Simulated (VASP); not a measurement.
Wanted: the native input for a VASP 6.6.1 run.

```yaml
Task: single point
Functional: PBE
Dispersion: D3(BJ)
Potentials_or_basis: VASP PAW PBE potentials, release 64 (Ti_sv, Te)
Cutoff: 520 eV
k_mesh: 18 × 18 × 8
Occupations: gaussian, width 0.15 eV
Spin: no spin polarisation
Dipole_correction: no
Further_INCAR_settings: ALGO = Fast; EDIFF = 1e-06; NBANDS = 19
```

The structure of TiTe2 lies in POSCAR:

```
TiTe2
1.0
    3.7770008876      0.0000000000      0.0000000000
   -1.8885004438      3.2709787188      0.0000000000
    0.0000000000      0.0000000000      6.4980000000
Ti Te
1 2
Direct
    0.0000000000      0.0000000000      0.0000000000
    0.6666666667      0.3333333333      0.2628000000
    0.3333333333      0.6666666667      0.7372000000
```

The input as run:

INCAR

```
SYSTEM = TiTe2
ALGO = Fast
EDIFF = 1E-6
ENCUT = 520
GGA = PE
ISIF = 2
ISMEAR = 0
IVDW = 12
LASPH = .TRUE.
LCHARG = .FALSE.
LREAL = .FALSE.
LWAVE = .FALSE.
NBANDS = 19
NELM = 100
PREC = Accurate
SIGMA = 0.15
```

KPOINTS

```
k-points
0
G
  18 18 8
  0 0 0
```

Potentials or basis: VASP PAW PBE potentials, release 64 (Ti_sv, Te).

Launch:

```console
$ cat potpaw_PBE.64/Ti_sv/POTCAR potpaw_PBE.64/Te/POTCAR > POTCAR
$ mpirun -np 1 vasp_std > vasp.out
```

It gave:

| Item | Value |
| --- | --- |
| Pressure | -2.0 GPa |
| Largest force | 0.044 eV/Å |
| Band gap on the k mesh | none (metal or under the smearing width) |
| Dispersion energy per atom | -0.492 eV |

Wall time 6.3 min on 1 thread of Intel(R) Xeon(R) 6975P-C (Granite Rapids), with other jobs on the host, peak memory 0.5 GiB.
